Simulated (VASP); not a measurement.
Here is the system:

```xyz
6
Lattice="4.1635 0.0000 0.0000 0.0000 4.1635 0.0000 0.0000 0.0000 4.1635" Properties=species:S:1:pos:R:3 pbc="T T T"
Cu     3.1226     1.0409     3.1226
Cu     1.0409     3.1226     3.1226
Cu     3.1226     3.1226     1.0409
Cu     1.0409     1.0409     1.0409
O      0.0000     0.0000     0.0000
O      2.0817     2.0817     2.0817
```

Computed with vdW-DF-cx, VASP's PBE PAW potentials (set 64) (plane waves; VASP 6.6.1). Settings: 520 eV cut-off, 5×5×5 Γ-centred mesh, Gaussian smearing of 0.050 eV, potentials Cu O.

**Question.** What does the run give for the energy per atom (σ→0), pressure, band gap (on the k-mesh) with the smallest direct gap where there is one?

**Answer.** 
| Quantity | Value |
|---|---|
| band gap (on the k-mesh) | 0.73 eV |
| smallest direct gap (on the k-mesh) | 0.73 eV |
| energy per atom (σ→0) | -2.171 eV/atom |
| pressure | 9.04 GPa |

The absolute energy has meaning only against runs of the same code, potentials and settings.

The compound is Cu2O in the cuprite structure. This cell is one point of a volume scan, at 0.94 of the reference volume.
